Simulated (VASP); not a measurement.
# YTe (relaxed from the CsCl type structure, space group Pm-3m): computed properties

The numbers are results of PBEsol GGA, VASP's PBE PAW potentials (set 64) (plane waves; VASP), not measurements.

```yaml
space_group: Pm-3m (221)
cell: a = b = c = 3.728 Å, α = β = γ = 90.00°
volume_per_atom: 25.91 Å³/atom
band gap (over mesh and band path): none (metal, semimetal or under 0.01 eV)
density: 6.94 g/cm³
```

Space group Pm-3m (No. 221); a = b = c = 3.728 Å, α = β = γ = 90.00°

| atom | site | symmetry | x | y | z |
|---|---|---|---|---|---|
| Y | 1a | m-3m | 0.0000 | 0.0000 | 0.0000 |
| Te | 1b | m-3m | 0.5000 | 0.5000 | 0.5000 |

Unless said otherwise, spin-orbit coupling is left out, though it shifts the bands of the heavy elements here.

The structure was generated: YTe was put into the CsCl type type (Pm-3m), which need not be its known phase. It was relaxed first, which changed the volume by -33 %. Symmetry was kept, so distortions that lower it aren't found. The electron count is odd and the run is not spin-polarised, which forces a metal.
